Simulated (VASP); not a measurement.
Calculation: PBEsol GGA, VASP's PBE PAW potentials (set 64) (plane waves; VASP 6.6.1).

Input for VASP

### INCAR
```
# general
SYSTEM =SrCl2(111) slab
PREC   =Normal
ENCUT  =400
LREAL  =.False.
LASPH  =.True.

# electronic loop
EDIFF  =1E-5
NELM   =100
NELMIN =4
ALGO   =Normal
LMAXMIX=4

# smearing
ISMEAR =0
SIGMA  =0.05

# functional
GGA    =PS

# ions
IBRION =2
NSW    =50
ISIF   =2
EDIFFG =-0.03

# output
LWAVE  =.True.
LCHARG =.False.

# other
LDIPOL =.True.
IDIPOL =3
DIPOL  =0.5 0.5 0.5
```

File POSCAR:
```
SrCl2(111) slab
1.0
  4.8926820849   0.0000000000   0.0000000000
 -2.4463415381   4.2371876591   0.0000000000
  0.0000000000   0.0000000000  26.8541269540
Cl Sr
6 3
Cartesian
  2.4463433236   1.4123944740   8.4334848616
 -0.0000027768   2.8247931851  12.4283584956
  0.0000000000   0.0000000000  10.4309216786
  0.0000000000   0.0000000000  16.4232052754
  2.4463433236   1.4123944740  14.4257684584
 -0.0000027768   2.8247931851  18.4206420924
 -0.0000027768   2.8247931851   9.4322166972
  0.0000000000   0.0000000000  13.4270634770
  2.4463433236   1.4123944740  17.4219102568
```

**KPOINTS**
```
Automatic mesh
0
Gamma
5 5 1
0 0 0
```

POTCAR, in this order: Cl Sr_sv (PBE.64 set). Program: vasp_std.

Task: What does the run give for the energy per atom (σ→0)?

Result: 
- energy per atom (σ→0) = -423.3 kJ/mol of atoms

OSZICAR:
```
...
       N       E                     dE             d eps       ncg     rms          rms(c)
DAV:   1    -0.394779215055E+02    0.54108E-02   -0.18967E+00   430   0.439E+00    0.730E-01
DAV:   2    -0.394855662101E+02   -0.76447E-02   -0.85872E-02   460   0.111E+00    0.411E-01
DAV:   3    -0.394851607980E+02    0.40541E-03   -0.16215E-03   649   0.192E-01    0.250E-01
DAV:   4    -0.394847702275E+02    0.39057E-03   -0.15856E-03   540   0.195E-01    0.111E-01
DAV:   5    -0.394847959365E+02   -0.25709E-04   -0.40705E-04   540   0.867E-02    0.339E-02
DAV:   6    -0.394847912665E+02    0.46700E-05   -0.13647E-05   396   0.194E-02
   6 F= -.39484791E+02 E0= -.39484791E+02  d E =-.279123E-02
```

The cell is a thin slab with vacuum, built from SrCl2 (fluorite): (111) face.
